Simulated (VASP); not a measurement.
Output of a VASP run:

OSZICAR:
```
...
RMM:   6    -0.462941720442E+03    0.36321E-04   -0.29010E-04  1244   0.382E-02    0.309E-02
RMM:   7    -0.462941742636E+03   -0.22194E-04   -0.15383E-04  1188   0.212E-02    0.277E-02
RMM:   8    -0.462941745941E+03   -0.33047E-05   -0.83538E-05   879   0.148E-02
  45 F= -.46294175E+03 E0= -.46293143E+03  d E =-.603480E-03  mag=     1.0000
       N       E                     dE             d eps       ncg     rms          rms(c)
DAV:   1    -0.462941418355E+03    0.32428E-03   -0.13389E-01   944   0.855E-01    0.840E-02
RMM:   2    -0.462941690950E+03   -0.27259E-03   -0.31514E-03   971   0.148E-01    0.880E-02
RMM:   3    -0.462941758688E+03   -0.67738E-04   -0.73861E-04  1246   0.631E-02    0.523E-02
RMM:   4    -0.462941768330E+03   -0.96416E-05   -0.19208E-04  1286   0.299E-02    0.556E-02
RMM:   5    -0.462941767269E+03    0.10606E-05   -0.88179E-05  1133   0.195E-02
  46 F= -.46294177E+03 E0= -.46293156E+03  d E =-.624808E-03  mag=     1.0000
       N       E                     dE             d eps       ncg     rms          rms(c)
DAV:   1    -0.462940127945E+03    0.16404E-02   -0.96453E-01   944   0.228E+00    0.209E-01
RMM:   2    -0.462941906277E+03   -0.17783E-02   -0.20253E-02   912   0.377E-01    0.212E-01
RMM:   3    -0.462942358242E+03   -0.45197E-03   -0.49951E-03  1190   0.163E-01    0.150E-01
RMM:   4    -0.462942378488E+03   -0.20246E-04   -0.10695E-03  1323   0.717E-02    0.103E-01
RMM:   5    -0.462942357889E+03    0.20599E-04   -0.41080E-04  1294   0.436E-02    0.629E-02
RMM:   6    -0.462942360800E+03   -0.29110E-05   -0.24258E-04  1285   0.308E-02    0.311E-02
RMM:   7    -0.462942368153E+03   -0.73530E-05   -0.12298E-04  1014   0.184E-02    0.121E-02
RMM:   8    -0.462942374452E+03   -0.62985E-05   -0.72679E-05   874   0.139E-02
  47 F= -.46294237E+03 E0= -.46293206E+03  d E =-.607182E-03  mag=     1.0000
       N       E                     dE             d eps       ncg     rms          rms(c)
DAV:   1    -0.462941639558E+03    0.72860E-03   -0.33806E-01   944   0.135E+00    0.124E-01
RMM:   2    -0.462942289743E+03   -0.65018E-03   -0.73645E-03   929   0.225E-01    0.126E-01
RMM:   3    -0.462942452581E+03   -0.16284E-03   -0.17898E-03  1219   0.965E-02    0.872E-02
RMM:   4    -0.462942463686E+03   -0.11105E-04   -0.40568E-04  1329   0.433E-02    0.630E-02
RMM:   5    -0.462942458548E+03    0.51375E-05   -0.17134E-04  1253   0.268E-02    0.421E-02
RMM:   6    -0.462942459629E+03   -0.10808E-05   -0.10383E-04  1128   0.197E-02    0.188E-02
RMM:   7    -0.462942463249E+03   -0.36201E-05   -0.50922E-05   822   0.124E-02
  48 F= -.46294246E+03 E0= -.46293215E+03  d E =-.695980E-03  mag=     1.0000
       N       E                     dE             d eps       ncg     rms          rms(c)
DAV:   1    -0.462940309161E+03    0.21505E-02   -0.12117E+00   912   0.255E+00    0.233E-01
RMM:   2    -0.462942603267E+03   -0.22941E-02   -0.25941E-02   912   0.430E-01    0.230E-01
RMM:   3    -0.462943194306E+03   -0.59104E-03   -0.62824E-03  1167   0.185E-01    0.156E-01
RMM:   4    -0.462943248083E+03   -0.53777E-04   -0.14106E-03  1335   0.836E-02    0.153E-01
RMM:   5    -0.462943206763E+03    0.41321E-04   -0.54390E-04  1278   0.504E-02    0.835E-02
RMM:   6    -0.462943206486E+03    0.27695E-06   -0.31601E-04  1286   0.362E-02    0.220E-02
RMM:   7    -0.462943219929E+03   -0.13443E-04   -0.14375E-04  1143   0.202E-02    0.201E-02
RMM:   8    -0.462943224891E+03   -0.49626E-05   -0.86897E-05   900   0.146E-02
  49 F= -.46294322E+03 E0= -.46293291E+03  d E =-.761642E-03  mag=     1.0000
```

File OUTCAR:
```
------------------------ aborting loop because EDIFF is reached ----------------------------------------
  FORCE on cell =-STRESS in cart. coord.  units (eV):
  Direction    XX          YY          ZZ          XY          YZ          ZX
  --------------------------------------------------------------------------------------
  Total       -5.5640942     -9.9134980     20.1515179      0.5236218     -1.3669081     -3.9105306
  in kB      -12.0900129    -21.5406705     43.7864823      1.1377583     -2.9701037     -8.4970462
  external PRESSURE =       3.3852663 kB  Pullay stress =       0.0000000 kB
  volume of cell :      737.36
      direct lattice vectors                 reciprocal lattice vectors
     7.892156286  0.000000000  0.000000000     0.126708084  0.000000000  0.000000000
     0.000000000  7.892156286  0.000000000     0.000000000  0.126708084  0.000000000
     0.000000000  0.000000000 11.838234429     0.000000000  0.000000000  0.084472056
 POSITION                                       TOTAL-FORCE (eV/Angst)
 -----------------------------------------------------------------------------------
      0.07626      0.05015     11.79714        -0.008621      0.019755     -0.004478
      0.04165      7.87458      3.87259         0.016067     -0.007449      0.005293
      0.04790      0.06739      7.74867         0.010862     -0.000350     -0.000126
      0.07720      3.97519     11.75869        -0.016773      0.003165      0.006675
      0.04979      3.94291      3.86704         0.010820     -0.009877     -0.011137
      0.04495      4.00003      7.79091        -0.000968     -0.008871      0.010542
      3.99242      0.06184     11.75587        -0.011927      0.006833      0.006952
      4.04947      7.82588      3.88348         0.022727     -0.001338     -0.009114
      4.01169      0.05886      7.79624         0.000729     -0.014478      0.006166
      3.98763      3.99502     11.71716        -0.004579      0.007326     -0.011034
      4.02318      3.99710      7.76635         0.009270     -0.000221      0.003726
      2.10686      2.05934      1.90757         0.003028     -0.006003     -0.005231
      2.09232      1.96731      5.74671         0.012004      0.002706     -0.013843
      2.05182      2.05457      9.74176        -0.010027      0.009054     -0.012204
      2.09926      5.94146      1.87517        -0.002507      0.003052     -0.006700
      2.08630      5.84474      5.75643        -0.003538      0.011228     -0.004589
      2.05943      6.00689      9.73710        -0.009798      0.013144     -0.013227
      5.94481      2.09767      1.88407        -0.003357      0.001390     -0.011432
      5.98461      1.95689      5.75074         0.007486      0.009402     -0.018056
      6.01050      2.05951      9.76534         0.000524      0.020615     -0.006974
      5.98793      5.94920      1.84420         0.007088     -0.010001      0.000694
      5.98687      5.85467      5.76741        -0.008160     -0.003815     -0.001799
      6.01454      6.00902      9.75599        -0.013848      0.008635      0.013670
      1.80949      7.82236      1.99482        -0.010551     -0.003035      0.001911
      7.82611      1.84959      1.94175         0.002555     -0.006805     -0.001356
      2.01489      1.95644      0.06855         0.002963     -0.008250     -0.012564
      1.89200      0.06475      6.00122        -0.007431     -0.007980      0.006540
      7.84462      2.04672      6.02022         0.001850     -0.002145      0.016797
      1.84748      1.90148      3.93887         0.006889     -0.001764      0.009285
      1.85713      7.85988      9.96617        -0.013423     -0.011856     -0.006984
      7.85543      1.89930     10.04138        -0.005516      0.010910      0.009709
      1.89787      1.98992      7.92999        -0.007815      0.007047     -0.002684
      1.80180      3.91091      2.00480        -0.002873      0.008806     -0.010627
      7.84859      5.80150      2.02204        -0.002465      0.003642      0.006183
      1.97012      5.87554      0.04632         0.001737     -0.003465      0.002091
      1.82826      3.97747      6.00142         0.002756     -0.016232      0.005869
      7.84991      6.03031      6.05577        -0.005604      0.015421      0.011988
      1.84504      5.98332      3.96873         0.009077     -0.011544     -0.002911
      1.89326      3.91169      9.96954         0.012021      0.009429      0.005298
      7.86089      5.80013      9.95310        -0.002506     -0.001019      0.010027
      1.96910      5.90975      7.91918        -0.004078      0.001153      0.005807
      5.88716      7.82498      1.98344        -0.002173     -0.006715     -0.000624
      3.92672      1.70333      2.04448        -0.003481     -0.004266      0.004311
      5.78869      2.04027      0.05244        -0.012127     -0.001513      0.001456
      5.83973      0.05581      6.05063         0.010365     -0.003710     -0.001651
      3.92033      2.02120      6.07733        -0.014154      0.006464      0.018277
      5.98371      1.83502      3.94926        -0.011131     -0.015972      0.002002
      5.83687      7.85968     10.02483         0.018188     -0.006092      0.010353
      3.89946      1.85777      9.90692         0.009337     -0.004344      0.002948
      5.93325      1.94818      7.95835         0.006628     -0.022092     -0.014703
      5.87478      3.92552      2.14445         0.006509      0.003099     -0.003194
      3.93431      5.90922      2.08201         0.002493      0.003190     -0.006856
      5.86744      5.80932      0.02726         0.008305     -0.014401     -0.018759
      5.91033      3.97877      6.06342        -0.001482     -0.000552      0.018890
      3.92070      6.06064      6.00702         0.009704      0.001579      0.019080
      6.00670      6.03282      3.97924        -0.002453      0.003508      0.011122
...
```
(Selected blocks of OUTCAR.)

### POSCAR
```
Sr11Ti12O36
1
    7.8921562860     0.0000000000     0.0000000000
    0.0000000000     7.8921562860     0.0000000000
    0.0000000000     0.0000000000    11.8382344290
Sr Ti O
11 12 36
Direct
  0.0035615678   0.0041151296   0.0051742338
  0.0069552495   0.9985893110   0.3312163579
  0.0017635709   0.9971207557   0.6566936256
  0.0030884904   0.5032153903   0.9984653731
  0.0087925042   0.4988558342   0.3299205413
  0.0016434421   0.4979737516   0.6636830217
  0.5052101677   0.0023172009   0.9980860907
  0.5076338689   0.9973832253   0.3301526382
  0.5053743180   0.9984958460   0.6632040796
  0.5068638256   0.5056837761   0.9957365869
  0.5061728911   0.4962040391   0.6642483937
  0.2657143569   0.2637176565   0.1579023319
  0.2664348552   0.2430760146   0.4857995427
  0.2627344222   0.2505093292   0.8243133651
  0.2676755744   0.7574837435   0.1561077375
  0.2663781035   0.7349826002   0.4902109328
  0.2650139021   0.7534624836   0.8241552140
  0.7598508841   0.2684381793   0.1559966834
  0.7604378233   0.2420583852   0.4869963251
  0.7669190122   0.2478521498   0.8261714018
  0.7624000095   0.7620545547   0.1624354587
  0.7586930590   0.7351473127   0.4918666533
  0.7689179669   0.7515732533   0.8279463871
  0.2294786133   0.9943704445   0.1694321325
  0.9926574703   0.2291650080   0.1692712878
  0.2451871690   0.2472330619   0.0041957951
  0.2335526887   0.0054307784   0.5075937875
  0.9973714193   0.2603371110   0.5092652673
  0.2389208864   0.2417994099   0.3349526341
  0.2417918547   0.9998367671   0.8411217170
  0.9971384885   0.2512070721   0.8424722722
  0.2430136840   0.2500713894   0.6688010084
  0.2218887080   0.4999180481   0.1667771083
  0.9972982137   0.7401908248   0.1658609443
  0.2429559392   0.7469695555   0.0022684356
  0.2318729122   0.5019778451   0.5108712190
  0.9939948496   0.7672076827   0.5049871673
  0.2341815471   0.7553263237   0.3385983287
  0.2425547626   0.4983568717   0.8409051824
  0.9971770378   0.7475274110   0.8365202476
  0.2431208366   0.7506658179   0.6696699958
  0.7453342088   0.9972166050   0.1622595341
  0.4982481214   0.2206888819   0.1661412821
  0.7451056460   0.2480314705   0.0022015016
  0.7457212630   0.0033057535   0.5112743684
  0.4957655265   0.2519866356   0.5164195233
  0.7514803090   0.2396342895   0.3333096718
  0.7379662077   0.0006888293   0.8375150130
  0.4925095730   0.2520672364   0.8410902967
  0.7479395738   0.2511603353   0.6730743701
  0.7534784925   0.5005241222   0.1579790189
  0.5002003327   0.7500776634   0.1617267145
  0.7429789288   0.7504104933   0.9977221449
  0.7498540566   0.5006079512   0.5158242302
  0.4956121201   0.7754388225   0.5060606830
  0.7500111054   0.7600418933   0.3363120753
  0.7373586343   0.4996599717   0.8375983627
  0.4918218311   0.7463901267   0.8367193129
  0.7414381231   0.7525555732   0.6716993897
```

**Question.** Write an INCAR and KPOINTS that could have produced this output.

**Answer.** One answer among several that fit: the input of the run itself, PBE GGA, plane waves, VASP's PBE PAW potentials (set 64).

**KPOINTS**
```
Regular mesh
0
G
  1 1 1
0 0 0
```

INCAR:
```
ALGO  =  Fast
EDIFF  =  1E-5
EDIFFG  =  -0.03
ENCUT  =  400
GGA  =  PE
IBRION  =  2
ISIF  =  2
ISMEAR  =  0
ISPIN  =  2
ISYM  =  0
LASPH  =  .TRUE.
LCHARG  =  .FALSE.
LMAXMIX  =  4
LORBIT  =  10
LREAL  =  Auto
LWAVE  =  .FALSE.
MAGMOM  =  59*0.0169
NELECT  =  375.0
NELM  =  100
NELMIN  =  4
NSW  =  120
NUPDOWN  =  1
PREC  =  Normal
SIGMA  =  0.05
SYSTEM  =  Sr11Ti12O36
```

POTCAR, in this order: Sr_sv Ti O (PBE.64 set). Program: vasp_gam.

At this cut-off the stress carries a Pulay error, which pulls relaxed volumes low. The cell is charged, with a uniform compensating background. The supercell is sampled at Γ alone, which is coarse: total energies, pressure and levels can be off, energies of defects by several tenths of an eV.

The cell is a supercell with a defect, built from SrTiO3 (cubic perovskite, the ideal cubic form; the compound distorts at low or room temperature): vac_Sr, charge -1.
